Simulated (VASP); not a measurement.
Calculation: PBE GGA, VASP's PBE PAW potentials (set 64) (plane waves; VASP).

VASP ran on this input.

POSCAR:
```
Y
1
    3.6569275307     0.0000000000     0.0000000000
   -1.8284637654     3.1669924192     0.0000000000
    0.0000000000     0.0000000000     5.6438162940
Y
2
Direct
  0.6666670000   0.3333330000   0.7500000000
  0.3333330000   0.6666670000   0.2500000000
```

### KPOINTS
```
Automatic mesh
0
G
13 13 7
0 0 0
```

INCAR:
```
SYSTEM = Y
PREC = Normal
ENCUT = 400
EDIFF = 1E-5
NELM = 100
ALGO = Fast
LREAL = .FALSE.
LASPH = .TRUE.
ISMEAR = 1
SIGMA = 0.1
GGA = PE
LMAXMIX = 4
LWAVE = .FALSE.
LCHARG = .FALSE.
NELMIN = 4
IBRION = 2
ISIF = 2
NSW = 20
EDIFFG = -0.03
```

POTCAR, in this order: Y_sv (PBE.64 set). Program: vasp_std.

### Question
Estimate the energy per atom (σ→0), band gap (on the k-mesh).

### Answer

| Property | Value |
|---|---|
| energy per atom (σ→0) | -6.431 eV/atom |
| band gap (on the k-mesh) | none (metal, semimetal or under 0.01 eV) |

**OSZICAR**
```
...
RMM:   9    -0.128616136597E+02   -0.19268E-02   -0.24557E-02  3438   0.837E-01    0.517E-01
RMM:  10    -0.128631608776E+02   -0.15472E-02   -0.81439E-03  3878   0.383E-01    0.141E+00
RMM:  11    -0.128618535148E+02    0.13074E-02   -0.22502E-03  3197   0.463E-01    0.129E-01
RMM:  12    -0.128619296929E+02   -0.76178E-04   -0.66796E-04  3552   0.176E-01    0.163E-01
RMM:  13    -0.128619446439E+02   -0.14951E-04   -0.26918E-04  3024   0.779E-02    0.100E-01
RMM:  14    -0.128619441452E+02    0.49875E-06   -0.13370E-04  2852   0.963E-02    0.447E-02
RMM:  15    -0.128619494624E+02   -0.53172E-05   -0.54544E-05  2290   0.340E-02
   1 F= -.12861949E+02 E0= -.12861072E+02  d E =-.128619E+02
```

The compound is Y in the hcp structure. It was relaxed first.
